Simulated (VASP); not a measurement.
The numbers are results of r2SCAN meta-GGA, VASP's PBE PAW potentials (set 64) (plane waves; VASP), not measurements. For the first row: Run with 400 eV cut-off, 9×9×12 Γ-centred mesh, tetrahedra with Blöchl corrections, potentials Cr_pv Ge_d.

```tsv
system	energy (eV/atom)
CrGe₂ (relaxed from the AlB2 structure, space group P6/mmm)	-13.8385
Cr (bcc, AFM order)	-15.0775
Ge (diamond)	-13.8670
```

The references are the elements' solids at the same level; no temperature or zero-point terms are added. The moments were started parallel, and other spin orders were not tried in this run.

What is the formation energy per atom of CrGe2?

The references average (1×(-15.0775) + 2×(-13.8670))/3 = -14.2705 eV, so the formation energy is -13.8385 − (-14.2705) = 0.432 eV/atom.
